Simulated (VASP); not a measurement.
# AlV2C: magnetic orders, part 3 of 5

Wanted: the lowest of several collinear orders of AlV2C. The start is a computed cell from the Materials Project.

VASP 6.6.1, plane waves and PAW; the level of theory is named at each step.

Still holding for the runs below: The magnetic state follows from one typed start and may not be the lowest. The k-mesh is coarse for a metal. A U on the itinerant d states of such a compound is hard to justify; it moves the bands at the Fermi level and favours large moments.

So far, largest spin moment in the PAW sphere (μB): step 2 (magnetic order, start order fm, signs ++++) 0.847.

**3. Magnetic order, start order AFM 1, signs ++-- (continued)**

Level of this step: PBEsol, DFT+U (V d 5 eV), spin-polarised, from moments of both signs; plane waves and PAW (V, Al, C) (VASP).

Valence density in the ac plane at fractional y = 0.333, with atoms of V and Al within 0.2 Å of it. It is the smooth field of the valence electrons, not physical close to the nuclei.

Values in e/Å³, 24 rows by 15 columns, each cell a mean:
```
0.5 0.6 0.6 0.6 0.6 0.5 0.4 0.3 0.2 0.2 0.2 0.2 0.2 0.3 0.4
0.3 0.4 0.5 0.5 0.4 0.3 0.2 0.2 0.2 0.2 0.2 0.2 0.2 0.2 0.3
0.2 0.3 0.3 0.3 0.3 0.2 0.2 0.2 0.2 0.2 0.2 0.2 0.2 0.2 0.2
0.2 0.2 0.2 0.2 0.2 0.2 0.2 0.2 0.2 0.2 0.3 0.2 0.2 0.2 0.2
0.2 0.2 0.2 0.2 0.2 0.2 0.2 0.2 0.2 0.2 0.2 0.2 0.2 0.2 0.2
0.2 0.2 0.2 0.2 0.2 0.2 0.2 0.2 0.1 0.0 0.0 0.0 0.1 0.2 0.2
0.2 0.2 0.2 0.2 0.2 0.2 0.2 0.2 0.1 0.1 0.1 0.1 0.1 0.2 0.2
0.2 0.2 0.2 0.2 0.2 0.2 0.2 0.2 0.2 0.3 0.2 0.3 0.2 0.2 0.2
0.2 0.2 0.2 0.2 0.2 0.2 0.2 0.2 0.2 0.2 0.2 0.2 0.2 0.2 0.2
0.3 0.3 0.3 0.3 0.3 0.3 0.2 0.2 0.2 0.2 0.2 0.2 0.2 0.2 0.2
0.4 0.5 0.6 0.6 0.5 0.4 0.3 0.2 0.2 0.2 0.2 0.2 0.2 0.2 0.3
0.5 0.6 0.7 0.7 0.6 0.5 0.4 0.3 0.2 0.2 0.2 0.2 0.3 0.3 0.4
0.5 0.5 0.5 0.5 0.5 0.5 0.4 0.4 0.5 0.5 0.5 0.5 0.5 0.4 0.4
0.3 0.3 0.3 0.3 0.3 0.3 0.5 0.8 1.2 1.6 1.8 1.6 1.2 0.8 0.5
0.2 0.2 0.2 0.2 0.2 0.2 0.4 0.7 1.1 1.5 1.6 1.5 1.1 0.7 0.4
0.2 0.2 0.2 0.2 0.2 0.2 0.2 0.3 0.3 0.4 0.4 0.4 0.3 0.3 0.2
0.2 0.2 0.2 0.2 0.2 0.2 0.2 0.2 0.2 0.2 0.2 0.2 0.2 0.2 0.2
0.2 0.2 0.2 0.2 0.2 0.2 0.2 0.2 0.2 0.2 0.2 0.2 0.2 0.2 0.2
0.2 0.2 0.2 0.2 0.2 0.2 0.2 0.2 0.2 0.2 0.2 0.2 0.2 0.2 0.2
0.2 0.2 0.2 0.2 0.2 0.2 0.2 0.2 0.2 0.2 0.2 0.2 0.2 0.2 0.2
0.2 0.2 0.2 0.2 0.2 0.2 0.3 0.4 0.6 0.7 0.7 0.7 0.6 0.4 0.3
0.3 0.2 0.2 0.2 0.2 0.3 0.4 0.8 1.3 1.8 2.0 1.8 1.3 0.8 0.4
0.4 0.4 0.4 0.4 0.4 0.4 0.4 0.7 1.0 1.2 1.3 1.2 1.0 0.7 0.4
0.5 0.6 0.6 0.6 0.6 0.5 0.4 0.4 0.3 0.3 0.3 0.3 0.3 0.4 0.4
```
Columns run along a (2.9 Å), rows up along c (13.1 Å). Atoms in or near the plane, at fractional coordinates: V at (0.67, 0.09), V at (0.67, 0.41), Al at (0.67, 0.75).

The largest moment at the end is 1.15 μB, and the moments of the cell sum to 0.00 μB.

**4. Magnetic order, start order AFM 2, signs +--+**

INCAR reads:

```
SYSTEM = AlV2C
PREC = Normal
ENCUT = 480
EDIFF = 1E-06
NELM = 150
ISMEAR = 0
SIGMA = 0.05
LREAL = .FALSE.
ALGO = Normal
GGA = PS
NBANDS = 31
ISPIN = 2
MAGMOM = 2 -2 -2 2 0 0 0 0
LDAU = .TRUE.
LDAUTYPE = 2
LDAUL = 2 -1 -1
LDAUU = 5 0 0
LDAUJ = 0 0 0
LDAUPRINT = 1
LASPH = .TRUE.
LMAXMIX = 4
LORBIT = 11
LWAVE = .FALSE.
LCHARG = .FALSE.
AMIX = 0.2
BMIX = 1E-04
AMIX_MAG = 0.8
BMIX_MAG = 1E-04
```

POSCAR reads:

```
AlV2C
1.0
    2.8875990726      0.0000000000      0.0000000000
   -1.4437995363      2.5007341528      0.0000000000
    0.0000000000      0.0000000000     13.1048231100
V Al C
4 2 2
Direct
    0.3333333333      0.6666666667      0.9136157800
    0.6666666667      0.3333333333      0.0863842200
    0.6666666667      0.3333333333      0.4136157800
    0.3333333333      0.6666666667      0.5863842200
    0.6666666667      0.3333333333      0.7500000000
    0.3333333333      0.6666666667      0.2500000000
    0.0000000000      0.0000000000      0.5000000000
    0.0000000000      0.0000000000      0.0000000000
```

KPOINTS reads:

```
Automatic mesh
0
Gamma
7 7 2
0 0 0
```

PAW data sets: V, Al and C (PBE family, release 64).

Command:

```
> mpirun -np 1 vasp_std
```

Log:

```text
[... set-up lines as in an earlier step ...]
 entering main loop
       N       E                     dE             d eps       ncg     rms          rms(c)
DAV:   1     0.236827855131E+03    0.23683E+03   -0.11084E+04  1984   0.109E+03
DAV:   2    -0.148564709337E+02   -0.25168E+03   -0.23413E+03  1984   0.266E+02
DAV:   3    -0.612501186121E+02   -0.46394E+02   -0.43913E+02  3198   0.110E+02
DAV:   4    -0.643283176159E+02   -0.30782E+01   -0.30317E+01  3242   0.355E+01
[...]
DAV:  32    -0.476548871766E+02   -0.19668E-05   -0.12939E-04  3386   0.705E-02    0.236E-02
DAV:  33    -0.476548916331E+02   -0.44565E-05   -0.20057E-05  2910   0.523E-02    0.608E-03
DAV:  34    -0.476548915963E+02    0.36799E-07   -0.19605E-06  1748   0.137E-02
   1 F= -.47654892E+02 E0= -.47652558E+02  d E =-.466791E-02  mag=     0.0000
```

Wall time 3.1 min (1 MPI rank of Intel Xeon Platinum 8488C (Sapphire Rapids), shared host); peak memory 0.21 GiB.

OUTCAR, selected parts (step 4):

```text
  Total       10.4603241     10.4603241      9.4788468      0.0000000     -0.0000000      0.0000000
  in kB      177.1006450    177.1006450    160.4835434      0.0000000     -0.0000000      0.0000000
  external PRESSURE =     171.5616111 kB  Pullay stress =       0.0000000 kB

 POSITION                                       TOTAL-FORCE (eV/Angst)
 -----------------------------------------------------------------------------------
     -0.00000      1.66716     11.97277         0.000000     -0.000000     -0.652824
      1.44380      0.83358      1.13205        -0.000000      0.000000      0.652824
      1.44380      0.83358      5.42036         0.000000      0.000000     -0.652824
     -0.00000      1.66716      7.68446         0.000000     -0.000000      0.652824
      1.44380      0.83358      9.82862        -0.000000     -0.000000      0.000000
     -0.00000      1.66716      3.27621        -0.000000      0.000000     -0.000000
      0.00000      0.00000      6.55241        -0.000000      0.000000      0.000000
      0.00000      0.00000      0.00000        -0.000000      0.000000      0.000000
 -----------------------------------------------------------------------------------
    total drift:                               -0.000000      0.000000     -0.000000

  FREE ENERGIE OF THE ION-ELECTRON SYSTEM (eV)
  ---------------------------------------------------
  free  energy   TOTEN  =       -47.6548915963 eV

  energy  without entropy=      -47.6502236901  energy(sigma->0) =      -47.65255764

 magnetization (x)
# of ion       s       p       d       tot
------------------------------------------
    1        0.017   0.036   1.728   1.781
    2       -0.017  -0.036  -1.728  -1.781
    3       -0.017  -0.036  -1.728  -1.781
    4        0.017   0.036   1.728   1.781
    5       -0.026  -0.035   0.000  -0.060
    6        0.026   0.035   0.000   0.060
    7        0.000   0.000   0.000   0.000
    8        0.000   0.000   0.000   0.000
--------------------------------------------------
tot         -0.000  -0.000   0.000  -0.000

[... 2 parts as in an earlier step ...]

[... 1 further part left out ...]
[key lines of the parts left out:]
E-fermi :   7.7241
```

Spin moment in the PAW sphere by atom:

```csv
atom,spin moment in the PAW sphere (μB)
V1,1.78
V2,-1.78
V3,-1.78
V4,1.78
Al5,-0.06
Al6,0.06
C7,0.00
C8,0.00
```

The largest moment at the end is 1.78 μB, and the moments of the cell sum to 0.00 μB.

**5. Magnetic order, start order AFM 3, signs +-+-**

Changes to INCAR since step 4:

```diff
@@ -12,3 +12,3 @@
 ISPIN = 2
-MAGMOM = 2 -2 -2 2 0 0 0 0
+MAGMOM = 2 -2 2 -2 0 0 0 0
 LDAU = .TRUE.
```

POSCAR is that of step 4.

KPOINTS is that of step 4.

Command:

```
> mpirun -np 1 vasp_std
```

Log:

```text
[... set-up lines as in an earlier step ...]
 entering main loop
       N       E                     dE             d eps       ncg     rms          rms(c)
DAV:   1     0.237014407252E+03    0.23701E+03   -0.11085E+04  1984   0.109E+03
DAV:   2    -0.143846101457E+02   -0.25140E+03   -0.23330E+03  1984   0.266E+02
DAV:   3    -0.615095866824E+02   -0.47125E+02   -0.44646E+02  3142   0.111E+02
DAV:   4    -0.645105613499E+02   -0.30010E+01   -0.29320E+01  3242   0.349E+01
[...]
DAV:  23    -0.478451172971E+02   -0.34586E-05   -0.99526E-06  3148   0.265E-02    0.512E-03
DAV:  24    -0.478451193098E+02   -0.20127E-05   -0.33057E-06  2314   0.199E-02    0.257E-03
DAV:  25    -0.478451193826E+02   -0.72815E-07   -0.16713E-06  1433   0.139E-02
   1 F= -.47845119E+02 E0= -.47843256E+02  d E =-.372759E-02  mag=    -0.0000
```

Wall time 2.4 min (1 MPI rank); peak memory 0.21 GiB.

OUTCAR, selected parts (step 5):

```text
  Total       10.2903893     10.2903893      9.1967618      0.0000000      0.0000000      0.0000000
  in kB      174.2235277    174.2235277    155.7076450      0.0000000      0.0000000      0.0000000
  external PRESSURE =     168.0515668 kB  Pullay stress =       0.0000000 kB

 POSITION                                       TOTAL-FORCE (eV/Angst)
 -----------------------------------------------------------------------------------
     -0.00000      1.66716     11.97277        -0.000000      0.000000     -0.785805
      1.44380      0.83358      1.13205         0.000000     -0.000000      0.785805
      1.44380      0.83358      5.42036         0.000000      0.000000     -0.785805
     -0.00000      1.66716      7.68446        -0.000000     -0.000000      0.785805
      1.44380      0.83358      9.82862        -0.000000      0.000000      0.000000
     -0.00000      1.66716      3.27621         0.000000      0.000000      0.000000
      0.00000      0.00000      6.55241        -0.000000     -0.000000      0.000000
      0.00000      0.00000      0.00000        -0.000000     -0.000000      0.000000
 -----------------------------------------------------------------------------------
    total drift:                               -0.000000      0.000000     -0.000000

  FREE ENERGIE OF THE ION-ELECTRON SYSTEM (eV)
  ---------------------------------------------------
  free  energy   TOTEN  =       -47.8451193826 eV

  energy  without entropy=      -47.8413917921  energy(sigma->0) =      -47.84325559

 magnetization (x)
# of ion       s       p       d       tot
------------------------------------------
    1        0.022   0.049   1.740   1.810
    2       -0.022  -0.049  -1.740  -1.810
    3        0.022   0.049   1.740   1.810
    4       -0.022  -0.049  -1.740  -1.810
    5        0.000   0.000   0.000   0.000
    6        0.000   0.000   0.000   0.000
    7        0.000   0.000   0.000   0.000
    8        0.000   0.000   0.000   0.000
--------------------------------------------------
tot          0.000   0.000  -0.000  -0.000

[... 2 parts as in an earlier step ...]

[... 1 further part left out ...]
[key lines of the parts left out:]
E-fermi :   7.6763
```

Spin moment in the PAW sphere by atom:

| atom | spin moment in the PAW sphere (μB) |
| --- | --- |
| V1 | 1.81 |
| V2 | -1.81 |
| V3 | 1.81 |
| V4 | -1.81 |
| Al5 | 0.00 |
| Al6 | 0.00 |
| C7 | 0.00 |
| C8 | 0.00 |

The largest moment at the end is 1.81 μB, and the moments of the cell sum to 0.00 μB.

**6. Magnetic order, start order ferri 4, signs +++-**

Changes to INCAR since step 5:

```diff
@@ -12,3 +12,3 @@
 ISPIN = 2
-MAGMOM = 2 -2 2 -2 0 0 0 0
+MAGMOM = 2 2 2 -2 0 0 0 0
 LDAU = .TRUE.
```

POSCAR is that of step 5.

KPOINTS is that of step 5.

Command:

```
> mpirun -np 1 vasp_std
```

Log:

```text
[... set-up lines as in an earlier step ...]
 entering main loop
       N       E                     dE             d eps       ncg     rms          rms(c)
DAV:   1     0.236500421174E+03    0.23650E+03   -0.11166E+04  1984   0.110E+03
DAV:   2    -0.142620298126E+02   -0.25076E+03   -0.23340E+03  1984   0.264E+02
DAV:   3    -0.613254217816E+02   -0.47063E+02   -0.44348E+02  3138   0.109E+02
DAV:   4    -0.642814910888E+02   -0.29561E+01   -0.29051E+01  3250   0.341E+01
[...]
DAV:  30    -0.479052881129E+02   -0.39056E-05   -0.16149E-05  2818   0.255E-02    0.473E-03
DAV:  31    -0.479052898299E+02   -0.17170E-05   -0.47130E-06  2294   0.151E-02    0.299E-03
DAV:  32    -0.479052905924E+02   -0.76247E-06   -0.18309E-06  1783   0.930E-03
   1 F= -.47905291E+02 E0= -.47903305E+02  d E =-.397037E-02  mag=     2.0771
```

Wall time 2.8 min (1 MPI rank); peak memory 0.21 GiB.

Parts of OUTCAR (step 6):

```text
  Total        9.1435699      9.1435699      7.3736833     -0.0000000      0.0000000      0.0000000
  in kB      154.8070689    154.8070689    124.8416437     -0.0000000      0.0000000      0.0000000
  external PRESSURE =     144.8185938 kB  Pullay stress =       0.0000000 kB

 POSITION                                       TOTAL-FORCE (eV/Angst)
 -----------------------------------------------------------------------------------
     -0.00000      1.66716     11.97277         0.000000     -0.000000     -0.603441
      1.44380      0.83358      1.13205        -0.000000      0.000000      0.392197
      1.44380      0.83358      5.42036         0.000000     -0.000000     -0.602559
     -0.00000      1.66716      7.68446         0.000000      0.000000      0.702551
      1.44380      0.83358      9.82862         0.000000     -0.000000      0.205077
     -0.00000      1.66716      3.27621         0.000000     -0.000000     -0.249271
      0.00000      0.00000      6.55241         0.000000     -0.000000      0.074942
      0.00000      0.00000      0.00000         0.000000     -0.000000      0.080503
 -----------------------------------------------------------------------------------
    total drift:                               -0.000000     -0.000000     -0.000361

  FREE ENERGIE OF THE ION-ELECTRON SYSTEM (eV)
  ---------------------------------------------------
  free  energy   TOTEN  =       -47.9052905924 eV

  energy  without entropy=      -47.9013202225  energy(sigma->0) =      -47.90330541

 magnetization (x)
# of ion       s       p       d       tot
------------------------------------------
    1        0.001  -0.001   1.180   1.180
    2       -0.002  -0.013   1.191   1.175
    3        0.018   0.040   1.800   1.857
    4       -0.022  -0.048  -1.702  -1.772
    5       -0.000  -0.000   0.000  -0.001
    6       -0.028  -0.033   0.000  -0.061
    7       -0.001   0.005   0.000   0.004
    8       -0.031  -0.184   0.000  -0.215
--------------------------------------------------
tot         -0.065  -0.235   2.469   2.169

[... 2 parts as in an earlier step ...]

[... 1 further part left out ...]
[key lines of the parts left out:]
E-fermi :   7.7284
```

Spin moment in the PAW sphere by atom:

| atom | spin moment in the PAW sphere (μB) |
| --- | --- |
| V1 | 1.18 |
| V2 | 1.18 |
| V3 | 1.86 |
| V4 | -1.77 |
| Al5 | 0.00 |
| Al6 | -0.06 |
| C7 | 0.00 |
| C8 | -0.21 |

The largest moment at the end is 1.86 μB, and the moments of the cell sum to 2.08 μB.

**7. The series together**

Times are for 1 MPI rank of Intel Xeon Platinum 8488C (Sapphire Rapids), shared host. The runs compared:

| no. | start order | energy at zero smearing (eV) | moment of the cell, from the last line of the log (μB) | time | memory (GiB) |
| --- | --- | --- | --- | --- | --- |
| 1 | fm | -47.97 | 2.663 | 2.5 min | 0.2 |
| 2 | afm 1 | -48.20 | 0 | 1.8 min | 0.2 |
| 3 | afm 2 | -47.65 | 0 | 3.1 min | 0.21 |
| 4 | afm 3 | -47.84 | 0 | 2.4 min | 0.21 |
| 5 | ferri 4 | -47.90 | 2.077 | 2.8 min | 0.21 |

(Continued in part 4 of 5.)

[Lines on the potential files, build, host, timing and source positions are cut from VASP's logs without a mark.]

[Logs are printed without paths, hosts, clocks, repeated set-up lines and the standing remarks that a program may print on its own settings, such as how far it seeks lower states.]

[Hosts, paths, dates, database ids (printed as entryN), source tags and the programs' standing remarks are cut or masked in the printed files.]

[In band tables of VASP the shares of atoms and orbitals are scaled to a sum of 1 inside the atoms' spheres.]

[Runs that stopped without an error message from VASP are left out.]
